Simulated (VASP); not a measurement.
Data:

```
CELL_PARAMETERS angstrom
      9.93857    -2.06720     0.04136
      9.93857     2.06720     0.04136
      9.49382     0.00000     3.59413
ATOMIC_POSITIONS crystal
  Bi 0.39817 0.39817 0.39817
  Bi 0.60183 0.60183 0.60183
  Se 0.00000 0.00000 0.00000
  Se 0.21576 0.21576 0.21576
  Se 0.78424 0.78424 0.78424
```

Computed with AM05 GGA, VASP's PBE PAW potentials (set 64) (plane waves; VASP). Numerical set-up: 520 eV cut-off, 7×7×7 Γ-centred mesh, tetrahedra with Blöchl corrections, potentials Bi_d Se.

The cores are frozen, which limits the accuracy of field gradients. Without a dispersion term in the relaxation, distances and binding between the weakly bound layers, chains or molecules are unreliable, and so is what depends on them.

Question: Give the principal components of the electric field gradient (V/Å²) and the asymmetry η at each nucleus.

Answer: 
```
atom    Vxx    Vyy    Vzz     η
----  -----  -----  -----  ----
Bi1    -2.0   -2.0    4.0  0.00
Bi2    -2.0   -2.0    4.0  0.00
Se3   -35.5  -35.5   71.0  0.00
Se4    10.3   10.3  -20.7  0.00
Se5    10.3   10.3  -20.7  0.00
```

The compound is Bi2Se3 in the tetradymite structure. It was relaxed first.
